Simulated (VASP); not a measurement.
Data:

```xyz
2
Lattice="0.0000 2.3034 2.3034 2.3034 0.0000 2.3034 2.3034 2.3034 0.0000" Properties=species:S:1:pos:R:3 pbc="T T T"
Na     0.0000     0.0000     0.0000
F      2.3034     2.3034     2.3034
```

All values below come from PBEsol GGA, VASP's PBE PAW potentials (set 64) (plane waves; VASP). Settings: 600 eV cut-off, 10×10×10 Γ-centred mesh, Gaussian smearing of 0.050 eV, potentials Na_pv F.

Problem. Predict the energy per atom (σ→0), band gap (on the k-mesh) with the smallest direct gap where there is one.

Solution. 
```yaml
band gap (on the k-mesh): 6.26 eV
smallest direct gap (on the k-mesh): 6.26 eV
energy per atom (σ→0): -423.0 kJ/mol of atoms
```

Total energies compare only between runs with the same potentials, cut-off and functional.

The compound is NaF in the rock salt structure. This cell was strained or had an atom moved on purpose.
